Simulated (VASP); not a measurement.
Level of theory: PBE GGA, VASP's PBE PAW potentials (set 64) (plane waves; VASP 6.6.1).

The input files of a VASP run:

INCAR:
```
! general
SYSTEM  = Co2Re
PREC    = Accurate
ENCUT   = 300
LREAL   = .FALSE.
LASPH   = .TRUE.

! electronic loop
EDIFF   = 1E-6
NELM    = 100
ALGO    = Normal
LMAXMIX = 6

! smearing
ISMEAR  = 0
SIGMA   = 0.1

! functional
GGA     = PE

! spin
ISPIN   = 2
MAGMOM  = 0.0 2*3.0

! ions
ISIF    = 2

! output
LWAVE   = .FALSE.
LCHARG  = .FALSE.
LORBIT  = 11
```

POSCAR:
```
Co2Re
3.7648290
 -0.4085731384   0.4085731384   1.0000000000
  0.4085731384  -0.4085731384   1.0000000000
  0.4085731384   0.4085731384  -1.0000000000
Re Co
1 2
Cart
  0.0000000000   0.0000000000   0.0000000000
 -0.0000000000   0.0000000000   0.6706000000
  0.0000000000  -0.0000000000   1.3294000000
```

KPOINTS:
```
Automatic mesh
0
Gamma
4 4 4
0 0 0
```

POTCAR, in this order: Re Co (PBE.64 set). Program: vasp_std.

The run wrote:

File OSZICAR:
```
...
DAV:  12    -0.260182574060E+02   -0.12718E-03   -0.39578E-05  1662   0.575E-02    0.697E-01
DAV:  13    -0.260134911111E+02    0.47663E-02   -0.96443E-03  1564   0.140E+00    0.459E-01
DAV:  14    -0.260124322645E+02    0.10588E-02   -0.83063E-03  1751   0.121E+00    0.235E-01
DAV:  15    -0.260121507816E+02    0.28148E-03   -0.77476E-04  1669   0.325E-01    0.238E-01
DAV:  16    -0.260103689549E+02    0.17818E-02   -0.15510E-03  1646   0.701E-01    0.421E-01
DAV:  17    -0.260129314381E+02   -0.25625E-02   -0.55227E-03  1630   0.141E+00    0.131E-01
DAV:  18    -0.260130734927E+02   -0.14205E-03   -0.43500E-04  1705   0.205E-01    0.804E-02
DAV:  19    -0.260132208201E+02   -0.14733E-03   -0.13580E-04  1685   0.200E-01    0.858E-02
DAV:  20    -0.260133823006E+02   -0.16148E-03   -0.17478E-04  1793   0.212E-01    0.963E-02
DAV:  21    -0.260134321840E+02   -0.49883E-04   -0.21435E-05  1697   0.589E-02    0.101E-01
DAV:  22    -0.260133806171E+02    0.51567E-04   -0.12664E-05  1389   0.615E-02    0.965E-02
DAV:  23    -0.260129479347E+02    0.43268E-03   -0.10454E-03  1656   0.544E-01    0.923E-02
DAV:  24    -0.260127630060E+02    0.18493E-03   -0.27104E-04  1842   0.233E-01    0.113E-01
DAV:  25    -0.260129861471E+02   -0.22314E-03   -0.21700E-04  1702   0.256E-01    0.907E-02
DAV:  26    -0.260141478560E+02   -0.11617E-02   -0.56376E-03  1678   0.122E+00    0.203E-01
DAV:  27    -0.260155480745E+02   -0.14002E-02   -0.18194E-03  1853   0.599E-01    0.326E-01
DAV:  28    -0.260150593184E+02    0.48876E-03   -0.21152E-04  1665   0.218E-01    0.286E-01
DAV:  29    -0.260158915335E+02   -0.83222E-03   -0.33388E-04  1588   0.313E-01    0.346E-01
DAV:  30    -0.260156229795E+02    0.26855E-03   -0.34195E-05  1658   0.964E-02    0.327E-01
DAV:  31    -0.260139558229E+02    0.16672E-02   -0.22143E-03  1627   0.742E-01    0.178E-01
DAV:  32    -0.260132579670E+02    0.69786E-03   -0.17731E-03  1809   0.645E-01    0.933E-02
DAV:  33    -0.260129767743E+02    0.28119E-03   -0.70047E-04  1781   0.419E-01    0.894E-02
DAV:  34    -0.260126543677E+02    0.32241E-03   -0.44356E-04  1739   0.363E-01    0.127E-01
DAV:  35    -0.260118784086E+02    0.77596E-03   -0.85038E-04  1702   0.500E-01    0.233E-01
DAV:  36    -0.260108298577E+02    0.10486E-02   -0.62302E-04  1847   0.412E-01    0.348E-01
DAV:  37    -0.260107726206E+02    0.57237E-04   -0.36612E-05  1299   0.555E-02    0.356E-01
DAV:  38    -0.260107621534E+02    0.10467E-04   -0.57548E-07   653   0.926E-03    0.358E-01
DAV:  39    -0.260106943872E+02    0.67766E-04   -0.12031E-06   596   0.206E-02    0.364E-01
DAV:  40    -0.260106104115E+02    0.83976E-04   -0.24285E-06   697   0.262E-02    0.372E-01
DAV:  41    -0.260107095615E+02   -0.99150E-04   -0.24488E-06   693   0.402E-02    0.362E-01
DAV:  42    -0.260105816642E+02    0.12790E-03   -0.37603E-06   768   0.405E-02    0.374E-01
DAV:  43    -0.260105845179E+02   -0.28537E-05   -0.56106E-07   562   0.117E-02    0.374E-01
DAV:  44    -0.260106598864E+02   -0.75369E-04   -0.11984E-06   552   0.199E-02    0.367E-01
DAV:  45    -0.260106512934E+02    0.85930E-05   -0.15659E-07   512   0.997E-03    0.367E-01
DAV:  46    -0.260109214831E+02   -0.27019E-03   -0.23111E-05  1546   0.889E-02    0.341E-01
DAV:  47    -0.260116362503E+02   -0.71477E-03   -0.22485E-04  1669   0.273E-01    0.263E-01
DAV:  48    -0.260120430593E+02   -0.40681E-03   -0.14403E-04  1858   0.195E-01    0.211E-01
DAV:  49    -0.260123772593E+02   -0.33420E-03   -0.12696E-04  1706   0.201E-01    0.164E-01
DAV:  50    -0.260127349860E+02   -0.35773E-03   -0.28285E-04  1731   0.292E-01    0.112E-01
DAV:  51    -0.260130815262E+02   -0.34654E-03   -0.59629E-04  1700   0.420E-01    0.805E-02
DAV:  52    -0.260133783237E+02   -0.29680E-03   -0.60844E-04  1828   0.388E-01    0.956E-02
DAV:  53    -0.260136545518E+02   -0.27623E-03   -0.29658E-04  1751   0.275E-01    0.128E-01
DAV:  54    -0.260138823748E+02   -0.22782E-03   -0.12437E-04  1857   0.178E-01    0.156E-01
DAV:  55    -0.260139960358E+02   -0.11366E-03   -0.26791E-05  1693   0.788E-02    0.170E-01
DAV:  56    -0.260139628955E+02    0.33140E-04   -0.23886E-06   736   0.259E-02    0.166E-01
DAV:  57    -0.260139260244E+02    0.36871E-04   -0.25632E-06   697   0.255E-02    0.162E-01
DAV:  58    -0.260138947926E+02    0.31232E-04   -0.27276E-06   740   0.249E-02    0.158E-01
DAV:  59    -0.260137299804E+02    0.16481E-03   -0.60529E-05  1699   0.124E-01    0.138E-01
DAV:  60    -0.260134702430E+02    0.25974E-03   -0.21009E-04  1740   0.240E-01    0.106E-01
DAV:  61    -0.260133594190E+02    0.11082E-03   -0.79229E-05  1858   0.133E-01    0.941E-02
DAV:  62    -0.260131318772E+02    0.22754E-03   -0.29556E-04  1649   0.293E-01    0.834E-02
DAV:  63    -0.260129475804E+02    0.18430E-03   -0.24385E-04  1812   0.249E-01    0.917E-02
DAV:  64    -0.260127952256E+02    0.15235E-03   -0.12011E-04  1777   0.178E-01    0.108E-01
DAV:  65    -0.260126535477E+02    0.14168E-03   -0.66008E-05  1791   0.138E-01    0.128E-01
DAV:  66    -0.260123473172E+02    0.30623E-03   -0.17602E-04  1681   0.232E-01    0.171E-01
DAV:  67    -0.260119539632E+02    0.39335E-03   -0.18721E-04  1817   0.227E-01    0.223E-01
DAV:  68    -0.260114645854E+02    0.48938E-03   -0.15878E-04  1718   0.218E-01    0.282E-01
DAV:  69    -0.260110092335E+02    0.45535E-03   -0.10176E-04  1845   0.167E-01    0.330E-01
DAV:  70    -0.260106069307E+02    0.40230E-03   -0.53979E-05  1709   0.129E-01    0.369E-01
DAV:  71    -0.260108425087E+02   -0.23558E-03   -0.19835E-05  1622   0.786E-02    0.347E-01
DAV:  72    -0.260112451297E+02   -0.40262E-03   -0.61917E-05  1701   0.140E-01    0.307E-01
DAV:  73    -0.260116442852E+02   -0.39916E-03   -0.86472E-05  1782   0.159E-01    0.262E-01
DAV:  74    -0.260121165094E+02   -0.47222E-03   -0.17125E-04  1726   0.232E-01    0.202E-01
DAV:  75    -0.260122923664E+02   -0.17586E-03   -0.51110E-05  1847   0.106E-01    0.177E-01
DAV:  76    -0.260126379309E+02   -0.34556E-03   -0.20399E-04  1641   0.258E-01    0.127E-01
DAV:  77    -0.260127883386E+02   -0.15041E-03   -0.91119E-05  1850   0.144E-01    0.107E-01
DAV:  78    -0.260127861928E+02    0.21458E-05   -0.46124E-06   906   0.203E-02    0.107E-01
DAV:  79    -0.260127930178E+02   -0.68249E-05   -0.20410E-07   549   0.956E-03    0.107E-01
DAV:  80    -0.260127942477E+02   -0.12300E-05   -0.78292E-08   532   0.546E-03    0.106E-01
DAV:  81    -0.260124422650E+02    0.35198E-03   -0.28289E-04  1624   0.302E-01    0.156E-01
DAV:  82    -0.260121960582E+02    0.24621E-03   -0.11884E-04  1845   0.165E-01    0.190E-01
DAV:  83    -0.260123430322E+02   -0.14697E-03   -0.30609E-05  1670   0.965E-02    0.169E-01
DAV:  84    -0.260124255153E+02   -0.82483E-04   -0.12663E-05  1443   0.563E-02    0.158E-01
DAV:  85    -0.260124010878E+02    0.24427E-04   -0.92678E-07   525   0.208E-02    0.161E-01
DAV:  86    -0.260131297961E+02   -0.72871E-03   -0.19469E-03  1621   0.807E-01    0.776E-02
DAV:  87    -0.260129955200E+02    0.13428E-03   -0.21693E-04  1692   0.249E-01    0.844E-02
DAV:  88    -0.260128235790E+02    0.17194E-03   -0.14329E-04  1692   0.206E-01    0.102E-01
DAV:  89    -0.260127289636E+02    0.94615E-04   -0.45990E-05  1804   0.101E-01    0.115E-01
DAV:  90    -0.260126737368E+02    0.55227E-04   -0.10238E-05  1310   0.532E-02    0.123E-01
DAV:  91    -0.260128054935E+02   -0.13176E-03   -0.52880E-05  1608   0.132E-01    0.105E-01
DAV:  92    -0.260128585470E+02   -0.53053E-04   -0.16563E-05  1572   0.582E-02    0.991E-02
DAV:  93    -0.260129114707E+02   -0.52924E-04   -0.12326E-05  1446   0.606E-02    0.935E-02
DAV:  94    -0.260128851775E+02    0.26293E-04   -0.30810E-06   713   0.361E-02    0.970E-02
DAV:  95    -0.260128960717E+02   -0.10894E-04   -0.54633E-07   512   0.196E-02    0.958E-02
DAV:  96    -0.260129075631E+02   -0.11491E-04   -0.57894E-07   520   0.131E-02    0.943E-02
DAV:  97    -0.260129090000E+02   -0.14369E-05   -0.22541E-07   512   0.113E-02    0.940E-02
DAV:  98    -0.260129243406E+02   -0.15341E-04   -0.99230E-07   569   0.221E-02    0.923E-02
DAV:  99    -0.260129388407E+02   -0.14500E-04   -0.14787E-06   587   0.185E-02    0.912E-02
DAV: 100    -0.260129693438E+02   -0.30503E-04   -0.65712E-06  1139   0.359E-02
   1 F= -.26012969E+02 E0= -.26000584E+02  d E =-.247704E-01  mag=     1.2734
```

File OUTCAR:
```
------------------------ aborting loop EDIFF was not reached (unconverged)  ----------------------------
  FORCE on cell =-STRESS in cart. coord.  units (eV):
  Direction    XX          YY          ZZ          XY          YZ          ZX
  --------------------------------------------------------------------------------------
  Total       -0.4628996     -0.4628996      3.6363346      0.0000000      0.0000000      0.0000000
  in kB      -20.8143085    -20.8143085    163.5080125      0.0000000      0.0000000      0.0000000
  external PRESSURE =      40.6264651 kB  Pullay stress =       0.0000000 kB
  volume of cell :       35.63
      direct lattice vectors                 reciprocal lattice vectors
    -1.538208000  1.538208000  3.764829000     0.000000000  0.325053569  0.132808157
     1.538208000 -1.538208000  3.764829000     0.325053569  0.000000000  0.132808157
     1.538208000  1.538208000 -3.764829000     0.325053569  0.325053569  0.000000000
 POSITION                                       TOTAL-FORCE (eV/Angst)
 -----------------------------------------------------------------------------------
      0.00000      0.00000      0.00000         0.000000      0.000000     -0.000000
      0.00000      0.00000      2.52469         0.000000      0.000000     -0.756492
      0.00000      0.00000      5.00496        -0.000000     -0.000000      0.756492
 -----------------------------------------------------------------------------------
    total drift:                               -0.000000      0.000000      0.000000
  FREE ENERGIE OF THE ION-ELECTRON SYSTEM (eV)
  ---------------------------------------------------
  free  energy   TOTEN  =       -26.0129693438 eV

  energy  without entropy=      -25.9881989076  energy(sigma->0) =      -26.00058413

 total charge

# of ion       s       p       d       tot
------------------------------------------
    1        0.636   0.658   4.760   6.054
    2        0.514   0.578   7.356   8.448
    3        0.514   0.578   7.356   8.448
--------------------------------------------------
tot          1.665   1.813  19.472  22.951

 magnetization (x)

# of ion       s       p       d       tot
------------------------------------------
    1       -0.006  -0.001   0.041   0.034
    2        0.011   0.001   0.597   0.610
    3        0.011   0.001   0.597   0.610
--------------------------------------------------
tot          0.017   0.001   1.236   1.254
```
(Selected blocks of OUTCAR.)

File stdout:
```
...
DAV:  81    -0.260124422650E+02    0.35198E-03   -0.28289E-04  1624   0.302E-01    0.156E-01
DAV:  82    -0.260121960582E+02    0.24621E-03   -0.11884E-04  1845   0.165E-01    0.190E-01
DAV:  83    -0.260123430322E+02   -0.14697E-03   -0.30609E-05  1670   0.965E-02    0.169E-01
DAV:  84    -0.260124255153E+02   -0.82483E-04   -0.12663E-05  1443   0.563E-02    0.158E-01
DAV:  85    -0.260124010878E+02    0.24427E-04   -0.92678E-07   525   0.208E-02    0.161E-01
DAV:  86    -0.260131297961E+02   -0.72871E-03   -0.19469E-03  1621   0.807E-01    0.776E-02
DAV:  87    -0.260129955200E+02    0.13428E-03   -0.21693E-04  1692   0.249E-01    0.844E-02
DAV:  88    -0.260128235790E+02    0.17194E-03   -0.14329E-04  1692   0.206E-01    0.102E-01
DAV:  89    -0.260127289636E+02    0.94615E-04   -0.45990E-05  1804   0.101E-01    0.115E-01
DAV:  90    -0.260126737368E+02    0.55227E-04   -0.10238E-05  1310   0.532E-02    0.123E-01
DAV:  91    -0.260128054935E+02   -0.13176E-03   -0.52880E-05  1608   0.132E-01    0.105E-01
DAV:  92    -0.260128585470E+02   -0.53053E-04   -0.16563E-05  1572   0.582E-02    0.991E-02
DAV:  93    -0.260129114707E+02   -0.52924E-04   -0.12326E-05  1446   0.606E-02    0.935E-02
DAV:  94    -0.260128851775E+02    0.26293E-04   -0.30810E-06   713   0.361E-02    0.970E-02
DAV:  95    -0.260128960717E+02   -0.10894E-04   -0.54633E-07   512   0.196E-02    0.958E-02
DAV:  96    -0.260129075631E+02   -0.11491E-04   -0.57894E-07   520   0.131E-02    0.943E-02
DAV:  97    -0.260129090000E+02   -0.14369E-05   -0.22541E-07   512   0.113E-02    0.940E-02
DAV:  98    -0.260129243406E+02   -0.15341E-04   -0.99230E-07   569   0.221E-02    0.923E-02
DAV:  99    -0.260129388407E+02   -0.14500E-04   -0.14787E-06   587   0.185E-02    0.912E-02
DAV: 100    -0.260129693438E+02   -0.30503E-04   -0.65712E-06  1139   0.359E-02

 -----------------------------------------------------------------------------
|                                                                             |
|           W    W    AA    RRRRR   N    N  II  N    N   GGGG   !!!           |
|           W    W   A  A   R    R  NN   N  II  NN   N  G    G  !!!           |
|           W    W  A    A  R    R  N N  N  II  N N  N  G       !!!           |
|           W WW W  AAAAAA  RRRRR   N  N N  II  N  N N  G  GGG   !            |
|           WW  WW  A    A  R   R   N   NN  II  N   NN  G    G                |
|           W    W  A    A  R    R  N    N  II  N    N   GGGG   !!!           |
|                                                                             |
|     The electronic self-consistency was not achieved in the given           |
|     number of steps (NELM). The forces and other quantities evaluated       |
|     might not be reliable so examine the results carefully. If you find     |
|     spurious results, we suggest increasing NELM, if you were close to      |
|     convergence or switching to a different ALGO or adjusting the           |
|     density mixing parameters otherwise.                                    |
|                                                                             |
 -----------------------------------------------------------------------------

   1 F= -.26012969E+02 E0= -.26000584E+02  d E =-.247704E-01  mag=     1.2734
```

Convergence was not reached.

At this cut-off the stress carries a Pulay error, which pulls relaxed volumes low.

The structure was generated: Co2Re was put into an ordered model structure, which need not be its known phase. The cell was not relaxed at this level. The k-mesh is coarse (spacing up to 0.72 per Å, 2π included), so the numbers may not be converged in it. The run is one of a series of settings (KPOINTS 4×4×4 Γ-centred mesh against the base run), some of them coarse on purpose.
